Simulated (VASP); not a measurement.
All values below come from PBEsol GGA, VASP's PBE PAW potentials (set 64) (plane waves; VASP).

Input for VASP

**KPOINTS**
```
Regular mesh
0
Gamma
6 6 4
```

INCAR:
```
SYSTEM  =  YSi2
PREC  =  Accurate; ENCUT  =  400; LREAL  =  .FALSE.
LASPH  =  .TRUE.
EDIFF  =  1E-6; NELM  =  100; ALGO  =  Normal
LMAXMIX  =  4
ISMEAR  =  1; SIGMA  =  0.1
GGA  =  PS
IBRION  =  2; NSW  =  60; ISIF  =  3
EDIFFG  =  -0.02
LWAVE  =  .FALSE.; LCHARG  =  .FALSE.
```

POSCAR:
```
YSi2
1
    5.2917896344    -0.0000000120     0.0000000000
   -2.6458953383     4.5828242163    -0.0000000000
    0.0000000000    -0.0000000000     7.2205700727
Y Si
3 6
Direct
  0.5000000000   0.0000000000   1.0000000000
  0.5000000000   0.5000000000   0.3333330000
  0.0000000000   0.5000000000   0.6666670000
  0.1346803869   0.2693607739   0.0000000000
  0.8653196131   0.1346803870   0.3333330000
  0.7306392262   0.8653196131   0.6666670000
  0.8653196131   0.7306392261   0.0000000000
  0.1346803869   0.8653196130   0.3333330000
  0.2693607738   0.1346803869   0.6666670000
```

POTCAR, in this order: Y_sv Si (PBE.64 set). Program: vasp_std.

The run wrote:

OSZICAR:
```
       N       E                     dE             d eps       ncg     rms          rms(c)
DAV:   1     0.228488584885E+03    0.22849E+03   -0.22570E+04  1428   0.126E+03
DAV:   2    -0.365560384171E+02   -0.26504E+03   -0.26063E+03  1646   0.298E+02
DAV:   3    -0.587507924744E+02   -0.22195E+02   -0.21854E+02  2296   0.572E+01
DAV:   4    -0.602404515626E+02   -0.14897E+01   -0.14854E+01  1990   0.147E+01
DAV:   5    -0.602924377670E+02   -0.51986E-01   -0.51977E-01  2012   0.273E+00    0.559E+01
DAV:   6    -0.583795955151E+02    0.19128E+01   -0.54575E+00  1614   0.839E+00    0.378E+01
DAV:   7    -0.584290799967E+02   -0.49484E-01   -0.45357E+00  2214   0.761E+00    0.524E+00
DAV:   8    -0.582800400940E+02    0.14904E+00   -0.28598E+00  1534   0.565E+00    0.173E+00
DAV:   9    -0.582571125359E+02    0.22928E-01   -0.38505E-01  1586   0.226E+00    0.727E-01
DAV:  10    -0.582538935813E+02    0.32190E-02   -0.19424E-02  2062   0.642E-01    0.572E-01
DAV:  11    -0.582534174459E+02    0.47614E-03   -0.91739E-03  1884   0.356E-01    0.359E-01
DAV:  12    -0.582533658259E+02    0.51620E-04   -0.92593E-04  1654   0.140E-01    0.753E-02
DAV:  13    -0.582533654595E+02    0.36634E-06   -0.43758E-05  1932   0.306E-02    0.554E-02
DAV:  14    -0.582533627878E+02    0.26718E-05   -0.16386E-05  1546   0.125E-02    0.232E-02
DAV:  15    -0.582533617631E+02    0.10247E-05   -0.91417E-07   832   0.560E-03    0.757E-03
DAV:  16    -0.582533613195E+02    0.44360E-06   -0.21183E-07   804   0.254E-03
   1 F= -.58253361E+02 E0= -.58253509E+02  d E =-.582534E+02
       N       E                     dE             d eps       ncg     rms          rms(c)
DAV:   1    -0.582549589004E+02   -0.15971E-02   -0.64443E-02  1480   0.131E+00    0.315E-01
DAV:   2    -0.582543006782E+02    0.65822E-03   -0.23948E-03  1684   0.232E-01    0.121E-01
DAV:   3    -0.582539712809E+02    0.32940E-03   -0.56884E-04  1842   0.127E-01    0.364E-02
DAV:   4    -0.582539466760E+02    0.24605E-04   -0.89914E-05  2054   0.458E-02    0.279E-02
DAV:   5    -0.582539474910E+02   -0.81502E-06   -0.10107E-05  1864   0.129E-02    0.744E-03
DAV:   6    -0.582539470824E+02    0.40865E-06   -0.20283E-06   964   0.768E-03
   2 F= -.58253947E+02 E0= -.58253976E+02  d E =-.585763E-03
```

File OUTCAR:
```
------------------------ aborting loop because EDIFF is reached ----------------------------------------
  FORCE on cell =-STRESS in cart. coord.  units (eV):
  Direction    XX          YY          ZZ          XY          YZ          ZX
  --------------------------------------------------------------------------------------
  Total        0.0661902      0.0661902     -0.0231516     -0.0000000      0.0000000      0.0000000
  in kB        0.6059135      0.6059134     -0.2119328     -0.0000001      0.0000000      0.0000000
  external PRESSURE =       0.3332980 kB  Pullay stress =       0.0000000 kB
  volume of cell :      175.02
      direct lattice vectors                 reciprocal lattice vectors
     5.295813910 -0.000000012  0.000000000     0.188828388  0.109020143  0.000000000
    -2.647907477  4.586309341  0.000000000     0.000000001  0.218040243  0.000000000
     0.000000000  0.000000000  7.206060296     0.000000000  0.000000000  0.138772083
 POSITION                                       TOTAL-FORCE (eV/Angst)
 -----------------------------------------------------------------------------------
      2.64791     -0.00000      7.20606        -0.000000      0.000000     -0.000000
      1.32395      2.29315      2.40202        -0.000000      0.000000     -0.000000
      3.97186      2.29315      4.80404        -0.000000      0.000000      0.000000
     -0.00000      1.23499      7.20606         0.000000     -0.011124     -0.000000
      4.22628      0.61749      2.40202         0.009634     -0.005562      0.000000
      1.57838      3.96882      4.80404         0.009634      0.005562      0.000000
      2.64791      3.35132      7.20606        -0.000000      0.011124     -0.000000
     -1.57838      3.96882      2.40202        -0.009634      0.005562      0.000000
      1.06953      0.61749      4.80404        -0.009634     -0.005562     -0.000000
 -----------------------------------------------------------------------------------
    total drift:                                0.000000     -0.000000      0.002618
  FREE ENERGIE OF THE ION-ELECTRON SYSTEM (eV)
  ---------------------------------------------------
  free  energy   TOTEN  =       -58.2539470824 eV

  energy  without entropy=      -58.2540324473  energy(sigma->0) =      -58.25397554

 reached required accuracy - stopping structural energy minimisation
```
(Selected blocks of OUTCAR.)

### CONTCAR
```
YSi2
   1.00000000000000
     5.2958139095279808   -0.0000000124758404    0.0000000000000000
    -2.6479074766644608    4.5863093409288780    0.0000000000000000
     0.0000000000000000    0.0000000000000000    7.2060602961579994
  Y               Si
     3     6
Direct
     0.5000000000000000    0.0000000000000000    1.0000000000000000
     0.5000000000000000    0.5000000000000000    0.3333330000000032
     1.0000000000000000    0.5000000000000000    0.6666669999999968
     0.1346384906945367    0.2692769814890681    1.0000000000000000
     0.8653615093054633    0.1346384907945385    0.3333330000000032
     0.7307230186109266    0.8653615093054633    0.6666669999999968
     0.8653615093054633    0.7307230185109319    1.0000000000000000
     0.1346384906945367    0.8653615092054615    0.3333330000000032
     0.2692769813890735    0.1346384906945367    0.6666669999999968
```

The structure was generated: YSi2 was put into the CrSi2 type (P6_222), which need not be its known phase. This run relaxes it. Symmetry was kept, so distortions that lower it aren't found. The start is the result of an earlier pass. The electron count is odd and the run is not spin-polarised, which forces a metal.
